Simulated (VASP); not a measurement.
Consider the following.

```xyz
4
Lattice="4.0256 0.0000 0.0000 0.0000 4.0256 0.0000 0.0000 0.0000 4.0256" Properties=species:S:1:pos:R:3 pbc="T T T"
Sc     0.0000     0.0000     0.0000
Al     0.0000     2.0128     2.0128
Al     2.0128     0.0000     2.0128
Al     2.0128     2.0128     0.0000
```

The numbers are results of PW91 GGA, VASP's PBE PAW potentials (set 64) (plane waves; VASP), not measurements. Numerical set-up: 520 eV cut-off, 8×8×8 Γ-centred mesh, first-order Methfessel-Paxton smearing of 0.10 eV, potentials Sc_sv Al.

Q: Predict the energy per atom (σ→0), pressure, band gap (on the k-mesh) with the smallest direct gap where there is one.

A: 
| Property | Result |
|---|---|
| band gap (on the k-mesh) | none (metal, semimetal or under 0.01 eV) |
| energy per atom (σ→0) | -4.762 eV/atom |
| pressure | 5.89 GPa |

The compound is Al3Sc in the L1_2 structure. This cell is one point of a volume scan, at 0.94 of the reference volume.
